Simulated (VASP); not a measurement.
Method: vdW-DF2, VASP's PBE PAW potentials (set 64) (plane waves; VASP).

VASP input:

**INCAR**
```
AGGAC  =  0.0
ALGO  =  Normal
EDIFF  =  1E-7
EDIFFG  =  -0.01
ENCUT  =  520
GGA  =  ML
IBRION  =  2
ISIF  =  4
ISMEAR  =  1
LASPH  =  .TRUE.
LCHARG  =  .FALSE.
LMAXMIX  =  6
LREAL  =  .FALSE.
LUSE_VDW  =  .TRUE.
LWAVE  =  .FALSE.
NELM  =  100
NSW  =  30
PREC  =  Accurate
SIGMA  =  0.1
SYSTEM  =  Os
ZAB_VDW  =  -1.8867
```

**KPOINTS**
```
K-points
0
gamma
 15 15 8
0 0 0
```

POSCAR:
```
Os
1
    1.4415581421    -2.4968515461     0.0000000000
    1.4415581421     2.4968515461     0.0000000000
    0.0000000000     0.0000000000     4.5270723313
Os
2
Direct
  0.3333330000   0.6666670000   0.2500000000
  0.6666670000   0.3333330000   0.7500000000
```

POTCAR, in this order: Os (PBE.64 set). Program: vasp_std.

Output

**OSZICAR**
```
       N       E                     dE             d eps       ncg     rms          rms(c)
DAV:   1     0.103610643084E+03    0.10361E+03   -0.74751E+03  3240   0.125E+03
DAV:   2    -0.742597864140E+01   -0.11104E+03   -0.10069E+03  3476   0.379E+02
DAV:   3    -0.153913076903E+02   -0.79653E+01   -0.72063E+01  4064   0.796E+01
DAV:   4    -0.156146007540E+02   -0.22329E+00   -0.22106E+00  3416   0.148E+01
DAV:   5    -0.156180258444E+02   -0.34251E-02   -0.34183E-02  3908   0.149E+00    0.175E+01
DAV:   6    -0.145321949394E+02    0.10858E+01   -0.15774E+00  3644   0.129E+01    0.664E+00
DAV:   7    -0.143159537674E+02    0.21624E+00   -0.65819E-01  4280   0.806E+00    0.439E-01
DAV:   8    -0.143119214831E+02    0.40323E-02   -0.48743E-03  3352   0.557E-01    0.177E-01
DAV:   9    -0.143113878948E+02    0.53359E-03   -0.20127E-03  3492   0.444E-01    0.290E-02
DAV:  10    -0.143114565871E+02   -0.68692E-04   -0.74939E-05  3680   0.907E-02    0.127E-02
DAV:  11    -0.143114375272E+02    0.19060E-04   -0.60025E-06  3496   0.302E-02    0.190E-03
DAV:  12    -0.143114375125E+02    0.14742E-07   -0.10359E-07  2012   0.352E-03
   1 F= -.14311438E+02 E0= -.14311263E+02  d E =-.143114E+02
       N       E                     dE             d eps       ncg     rms          rms(c)
DAV:   1    -0.143115439909E+02   -0.10646E-03   -0.88500E-03  3276   0.821E-01    0.491E-02
DAV:   2    -0.143114702386E+02    0.73752E-04   -0.82363E-05  4052   0.119E-01    0.242E-02
DAV:   3    -0.143114451129E+02    0.25126E-04   -0.40047E-05  3708   0.526E-02    0.486E-03
DAV:   4    -0.143114447949E+02    0.31794E-06   -0.26650E-06  3356   0.220E-02    0.231E-03
DAV:   5    -0.143114442775E+02    0.51740E-06   -0.58073E-08  1788   0.267E-03    0.500E-04
DAV:   6    -0.143114442803E+02   -0.27566E-08   -0.74701E-09  1660   0.103E-03
   2 F= -.14311444E+02 E0= -.14311259E+02  d E =-.676781E-05
       N       E                     dE             d eps       ncg     rms          rms(c)
DAV:   1    -0.143114766846E+02   -0.32407E-04   -0.17540E-03  3276   0.366E-01    0.218E-02
DAV:   2    -0.143114606369E+02    0.16048E-04   -0.16284E-05  4044   0.530E-02    0.108E-02
DAV:   3    -0.143114570409E+02    0.35959E-05   -0.79397E-06  3700   0.234E-02    0.216E-03
DAV:   4    -0.143114571533E+02   -0.11240E-06   -0.53142E-07  3200   0.987E-03    0.103E-03
DAV:   5    -0.143114573383E+02   -0.18503E-06   -0.11731E-08  1664   0.118E-03    0.229E-04
DAV:   6    -0.143114573392E+02   -0.80740E-09   -0.15061E-09  1640   0.458E-04
   3 F= -.14311457E+02 E0= -.14311278E+02  d E =-.198267E-04
```

### OUTCAR
```
------------------------ aborting loop because EDIFF is reached ----------------------------------------
  FORCE on cell =-STRESS in cart. coord.  units (eV):
  Direction    XX          YY          ZZ          XY          YZ          ZX
  --------------------------------------------------------------------------------------
  Total       -3.2850982     -3.2850972     -3.2850784     -0.0000000      0.0000000      0.0000000
  in kB     -161.5052415   -161.5051946   -161.5042701     -0.0000000      0.0000000      0.0000000
  external PRESSURE =    -161.5049021 kB  Pullay stress =       0.0000000 kB
  volume of cell :       32.59
      direct lattice vectors                 reciprocal lattice vectors
     1.441130041 -2.496110088 -0.000000000     0.346949953 -0.200311678  0.000000000
     1.441130041  2.496110088  0.000000000     0.346949953  0.200311678 -0.000000000
     0.000000000  0.000000000  4.529762288     0.000000000 -0.000000000  0.220762136
 POSITION                                       TOTAL-FORCE (eV/Angst)
 -----------------------------------------------------------------------------------
      1.44113      0.83204      1.13244         0.000000      0.000000      0.000000
      1.44113     -0.83204      3.39732        -0.000000     -0.000000      0.000000
 -----------------------------------------------------------------------------------
    total drift:                               -0.000002      0.000044     -0.000021
  FREE ENERGIE OF THE ION-ELECTRON SYSTEM (eV)
  ---------------------------------------------------
  free  energy   TOTEN  =       -14.3114573392 eV

  energy  without entropy=      -14.3109194250  energy(sigma->0) =      -14.31127803

 reached required accuracy - stopping structural energy minimisation
```
(Selected blocks of OUTCAR.)

File CONTCAR:
```
Os
   1.00000000000000
     1.4411300405785805   -2.4961100878400284   -0.0000000000000000
     1.4411300405785805    2.4961100878400284    0.0000000000000000
     0.0000000000000000    0.0000000000000000    4.5297622875385786
  Os
     2
Direct
     0.3333330000000032    0.6666669999999968    0.2500000000000000
     0.6666669999999968    0.3333330000000032    0.7500000000000000
```

The compound is Os in the hcp structure. This cell is one point of a volume scan, at 1.06 of the reference volume. Symmetry was kept, so distortions that lower it aren't found.
